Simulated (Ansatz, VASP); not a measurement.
# Al: VASP beside Ansatz, part 3 of 3

One calculation is typed for both programs; each brings its own data sets. How far apart do they land? The cell is taken from a series of runs on this material, whose earlier steps may have relaxed, scaled, displaced or heated it; both programs get it as it stands.

VASP 6.6.1 and Ansatz 0.2.0.

So far: Set-up; Ansatz: zone-centre phonons, LDA; VASP: zone-centre phonons, LDA.

## Step 3: VASP: zone-centre phonons, LDA (continued)

Level of this step: LDA; plane waves and PAW (Al) (VASP).

Numbers of over 12 decimals in the logs are rounded to 6 here.

From OUTCAR (step 3):

```text
ion  position               nearest neighbor table
   1  1.000  0.000  0.152-   2 2.84   2 2.84   2 2.84
   2  0.333  0.667  0.208-   3 2.84   3 2.84   3 2.84   1 2.84   1 2.84   1 2.84
   3  0.667  0.333  0.263-   4 2.84   2 2.84   2 2.84   4 2.84   2 2.84   4 2.84
   4  1.000  0.000  0.318-   3 2.84   3 2.84   3 2.84   5 2.84   5 2.84   5 2.84
   5  0.333  0.667  0.374-   4 2.84   4 2.84   4 2.84

  LATTYP: Found a hexagonal cell.
 ALAT       =     2.7659423349
 C/A-ratio  =    15.3510080782

 Subroutine GETGRP returns: Found 12 space group operations
 (whereof  6 operations were pure point group operations)

The static configuration has the point symmetry C_3v.
 The point group associated with its full space group is D_3d.

 Found     19 irreducible k-points:

   k-points           NKPTS =     19   k-points in BZ     NKDIM =     19   number of bands    NBANDS=     13

   dimension x,y,z NGX =    20 NGY =   20 NGZ =  320
   dimension x,y,z NGXF=    40 NGYF=   40 NGZF=  640

   ENCUT  =  500.0 eV  36.75 Ry    6.06 a.u.   5.04  5.04 77.41*2*pi/ulx,y,z

   NELECT =      15.0000    total number of electrons

 k-points in reciprocal lattice and weights: Automatic mesh
   0.00000000  0.00000000  0.00000000       0.007
   0.08333333  0.00000000  0.00000000       0.042
   0.16666667  0.00000000  0.00000000       0.042
   0.25000000  0.00000000  0.00000000       0.042
   0.33333333  0.00000000  0.00000000       0.042
   0.41666667  0.00000000  0.00000000       0.042
   0.50000000  0.00000000  0.00000000       0.021
   0.08333333  0.08333333  0.00000000       0.042
   0.16666667  0.08333333  0.00000000       0.083
[...]
0.33333333  0.25000000  0.00000000       0.083
   0.33333333  0.33333333  0.00000000       0.014

 average (electrostatic) potential at core
       1 -79.3937       2 -79.2932       3 -79.2949       4 -79.2932       5 -79.3937

  Total        0.0435228      0.0435228      0.0151031     -0.0000000      0.0000000     -0.0000000
  in kB        0.2478737      0.2478737      0.0860159     -0.0000000      0.0000000     -0.0000000
  external PRESSURE =       0.1939211 kB  Pullay stress =       0.0000000 kB

  energy-cutoff  :      500.00
  volume of cell :      281.32
      direct lattice vectors                 reciprocal lattice vectors
     2.765942335  0.000002795  0.000000000     0.361540226  0.208735834  0.000000000
    -1.382973588  2.395374930  0.000000000    -0.000000422  0.417470937  0.000000000
     0.000000000  0.000000000 42.460003127     0.000000000  0.000000000  0.023551576

 POSITION                                       TOTAL-FORCE (eV/Angst)
 -----------------------------------------------------------------------------------
      2.76594      0.00000      6.47042         0.000000     -0.000000     -0.001562
     -0.00000      1.59692      8.82202         0.000000     -0.000000     -0.000931
      1.38297      0.79846     11.16499         0.000000     -0.000000     -0.000000
      2.76594      0.00000     13.50796        -0.000000      0.000000      0.000931
     -0.00000      1.59692     15.85956        -0.000000      0.000000      0.001562
 -----------------------------------------------------------------------------------
    total drift:                                0.000000     -0.000000      0.000003

 Eigenvectors and eigenvalues of the dynamical matrix
 ----------------------------------------------------

   1 f  =    9.026550 THz    56.715485 2PiTHz  301.093292 cm-1    37.330794 meV
             X         Y         Z           dx          dy          dz
      2.765942  0.000003  6.470423     0.000000    0.000000    0.202495
     -0.000002  1.596918  8.822021     0.000000    0.000000   -0.514192
      1.382970  0.798460 11.164990    -0.000000   -0.000000    0.623863
      2.765942  0.000003 13.507959    -0.000000    0.000000   -0.514192
     -0.000002  1.596918 15.859557     0.000000    0.000000    0.202495

   2 f  =    8.003292 THz    50.286166 2PiTHz  266.961083 cm-1    33.098941 meV
             X         Y         Z           dx          dy          dz
      2.765942  0.000003  6.470423     0.000000    0.000000    0.388455
     -0.000002  1.596918  8.822021     0.000000    0.000000   -0.590849
      1.382970  0.798460 11.164990     0.000000   -0.000000    0.000000
      2.765942  0.000003 13.507959    -0.000000    0.000000    0.590849
     -0.000002  1.596918 15.859557     0.000000    0.000000   -0.388455

   3 f  =    5.569548 THz    34.994499 2PiTHz  185.780110 cm-1    23.033788 meV
             X         Y         Z           dx          dy          dz
      2.765942  0.000003  6.470423    -0.000000    0.000000    0.509006
     -0.000002  1.596918  8.822021    -0.000000    0.000000   -0.188389
      1.382970  0.798460 11.164990     0.000000   -0.000000   -0.640972
      2.765942  0.000003 13.507959     0.000000    0.000000   -0.188389
     -0.000002  1.596918 15.859557    -0.000000    0.000000    0.509006

   4 f  =    4.023349 THz    25.279449 2PiTHz  134.204485 cm-1    16.639228 meV
             X         Y         Z           dx          dy          dz
      2.765942  0.000003  6.470423    -0.127183    0.021193   -0.000000
     -0.000002  1.596918  8.822021     0.476501   -0.079400   -0.000000
      1.382970  0.798460 11.164990    -0.697514    0.116228    0.000000
      2.765942  0.000003 13.507959     0.476501   -0.079400    0.000000
     -0.000002  1.596918 15.859557    -0.127183    0.021193    0.000000

   5 f  =    4.023349 THz    25.279449 2PiTHz  134.204485 cm-1    16.639228 meV
             X         Y         Z           dx          dy          dz
      2.765942  0.000003  6.470423    -0.021193   -0.127183   -0.000000
     -0.000002  1.596918  8.822021     0.079400    0.476501    0.000000
      1.382970  0.798460 11.164990    -0.116228   -0.697514    0.000000
      2.765942  0.000003 13.507959     0.079400    0.476501    0.000000
     -0.000002  1.596918 15.859557    -0.021193   -0.127183    0.000000

   6 f  =    3.501919 THz    22.003208 2PiTHz  116.811455 cm-1    14.482768 meV
             X         Y         Z           dx          dy          dz
      2.765942  0.000003  6.470423    -0.000000    0.000000   -0.590849
     -0.000002  1.596918  8.822021     0.000000   -0.000000   -0.388455
      1.382970  0.798460 11.164990     0.000000    0.000000    0.000000
      2.765942  0.000003 13.507959    -0.000000    0.000000    0.388455
     -0.000002  1.596918 15.859557     0.000000   -0.000000    0.590849

   7 f  =    3.479378 THz    21.861575 2PiTHz  116.059550 cm-1    14.389544 meV
             X         Y         Z           dx          dy          dz
      2.765942  0.000003  6.470423    -0.333901    0.055633    0.000000
     -0.000002  1.596918  8.822021     0.612376   -0.102031    0.000000
      1.382970  0.798460 11.164990     0.000000    0.000000    0.000000
      2.765942  0.000003 13.507959    -0.612376    0.102031   -0.000000
     -0.000002  1.596918 15.859557     0.333901   -0.055633   -0.000000

   8 f  =    3.479378 THz    21.861575 2PiTHz  116.059550 cm-1    14.389544 meV
             X         Y         Z           dx          dy          dz
      2.765942  0.000003  6.470423    -0.055633   -0.333901   -0.000000
     -0.000002  1.596918  8.822021     0.102031    0.612376   -0.000000
      1.382970  0.798460 11.164990    -0.000000   -0.000000   -0.000000
      2.765942  0.000003 13.507959    -0.102031   -0.612376    0.000000
     -0.000002  1.596918 15.859557     0.055633    0.333901    0.000000

   9 f  =    2.607066 THz    16.380681 2PiTHz   86.962372 cm-1    10.781955 meV
             X         Y         Z           dx          dy          dz
      2.765942  0.000003  6.470423     0.523928   -0.087298    0.000000
     -0.000002  1.596918  8.822021    -0.256165    0.042683    0.000000
      1.382970  0.798460 11.164990    -0.541058    0.090152    0.000000
      2.765942  0.000003 13.507959    -0.256165    0.042683    0.000000
     -0.000002  1.596918 15.859557     0.523928   -0.087298   -0.000000

  10 f  =    2.607066 THz    16.380681 2PiTHz   86.962372 cm-1    10.781955 meV
             X         Y         Z           dx          dy          dz
      2.765942  0.000003  6.470423     0.087298    0.523928   -0.000000
     -0.000002  1.596918  8.822021    -0.042683   -0.256165   -0.000000
      1.382970  0.798460 11.164990    -0.090152   -0.541058   -0.000000
      2.765942  0.000003 13.507959    -0.042683   -0.256165   -0.000000
     -0.000002  1.596918 15.859557     0.087298    0.523928    0.000000

  11 f  =    1.324843 THz     8.324234 2PiTHz   44.192006 cm-1     5.479108 meV
             X         Y         Z           dx          dy          dz
      2.765942  0.000003  6.470423     0.612380   -0.102008   -0.000000
     -0.000002  1.596918  8.822021     0.333903   -0.055621   -0.000000
      1.382970  0.798460 11.164990    -0.000000    0.000000   -0.000000
      2.765942  0.000003 13.507959    -0.333903    0.055621   -0.000000
     -0.000002  1.596918 15.859557    -0.612380    0.102008   -0.000000

  12 f  =    1.324843 THz     8.324234 2PiTHz   44.192006 cm-1     5.479108 meV
             X         Y         Z           dx          dy          dz
      2.765942  0.000003  6.470423     0.102008    0.612380    0.000000
     -0.000002  1.596918  8.822021     0.055621    0.333903    0.000000
      1.382970  0.798460 11.164990    -0.000000   -0.000000    0.000000
      2.765942  0.000003 13.507959    -0.055621   -0.333903    0.000000
     -0.000002  1.596918 15.859557    -0.102008   -0.612380    0.000000

  13 f/i=    0.002003 THz     0.012588 2PiTHz    0.066827 cm-1     0.008286 meV
             X         Y         Z           dx          dy          dz
      2.765942  0.000003  6.470423    -0.000000    0.000000   -0.447111
     -0.000002  1.596918  8.822021    -0.000000    0.000000   -0.447344
      1.382970  0.798460 11.164990    -0.000000    0.000000   -0.447158
      2.765942  0.000003 13.507959    -0.000000    0.000000   -0.447344
     -0.000002  1.596918 15.859557    -0.000000    0.000000   -0.447111

  14 f/i=    0.006851 THz     0.043046 2PiTHz    0.228526 cm-1     0.028334 meV
             X         Y         Z           dx          dy          dz
      2.765942  0.000003  6.470423    -0.437616   -0.098719    0.000000
     -0.000002  1.596918  8.822021    -0.435378   -0.098215    0.000000
      1.382970  0.798460 11.164990    -0.435262   -0.098188    0.000000
      2.765942  0.000003 13.507959    -0.435378   -0.098215    0.000000
     -0.000002  1.596918 15.859557    -0.437616   -0.098719    0.000000

  15 f/i=    0.006851 THz     0.043046 2PiTHz    0.228526 cm-1     0.028334 meV
             X         Y         Z           dx          dy          dz
      2.765942  0.000003  6.470423     0.098719   -0.437616   -0.000000
     -0.000002  1.596918  8.822021     0.098215   -0.435378   -0.000000
      1.382970  0.798460 11.164990     0.098188   -0.435262   -0.000000
      2.765942  0.000003 13.507959     0.098215   -0.435378   -0.000000
     -0.000002  1.596918 15.859557     0.098719   -0.437616   -0.000000

 ELASTIC MODULI CONTR FROM IONIC RELAXATION (kBar)
 Direction    XX          YY          ZZ          XY          YZ          ZX
 --------------------------------------------------------------------------------
 XX          -1.0871      0.1583    -14.1899      0.0000     -2.9883      0.0000
 YY           0.1583     -1.0871    -14.1899      0.0000      2.9883     -0.0000
 ZZ         -14.1899    -14.1899   -448.1802      0.0000      0.0000      0.0000
 XY           0.0000      0.0000      0.0000     -0.6227     -0.0000     -6.7879
 YZ          -2.9883      2.9883      0.0000     -0.0000    -14.8281      0.0000
 ZX           0.0000     -0.0000      0.0000     -6.7879      0.0000    -75.2174
 --------------------------------------------------------------------------------
```

## Step 4: Differences

Known differences besides the potentials themselves: Ansatz cuts the interaction across the vacuum, VASP repeats the sheet without a dipole correction; VASP's run holds the zone centre alone; the cutoff is 420 eV in Ansatz and 500 eV in VASP; VASP's log shows a relativistic correction to its local exchange, Ansatz's none. Total energies have different zeros and are not compared.

The two programs side by side:

```csv
quantity,Ansatz,VASP,difference
optical mode 1 to 2 (cm⁻¹),43.3,44.2,-0.9
optical mode 3 to 4 (cm⁻¹),86.3,87.0,-0.80 %
optical mode 5 to 6 (cm⁻¹),115.1,116.1,-0.84 %
optical mode 7 (cm⁻¹),116.1,116.8,-0.57 %
optical mode 8 to 9 (cm⁻¹),133.0,134.2,-0.88 %
optical mode 10 (cm⁻¹),185.0,185.8,-0.43 %
optical mode 11 (cm⁻¹),266.1,267.0,-0.34 %
optical mode 12 (cm⁻¹),299.9,301.1,-0.40 %
```

Modes are paired by rising frequency, not by their patterns, so a pair may set unlike modes beside each other; they are those without the splitting of longitudinal modes. Where the cell holds vacuum, a pressure given here is an average over it and none of the material.

## Step 5: What came out

```json
{"r.m.s. difference of the optical zone-centre modes, each program's sorted by frequency (zone-centre phonons, LDA)": "0.94 cm⁻¹", "difference in optical mode 8 to 9 (zone-centre phonons, LDA)": "-0.9 %"}
```

**Reading.** The r.m.s. difference of the optical zone-centre modes, each program's sorted by frequency is 0.94 cm⁻¹ (zone-centre phonons, LDA). Among the rows given in per cent, the largest difference of the zone-centre phonons, LDA pair is in optical mode 8 to 9, -0.9 %. How closely two codes agree says nothing of how well the functional describes the real material.

[Lines on the potential files, build, host, timing and source positions are cut from VASP's logs without a mark.]

[Logs are printed without paths, hosts, clocks, repeated set-up lines and the standing remarks that a program may print on its own settings, such as how far it seeks lower states.]

[Hosts, paths, dates, database ids (printed as entryN), source tags and the programs' standing remarks are cut or masked in the printed files.]
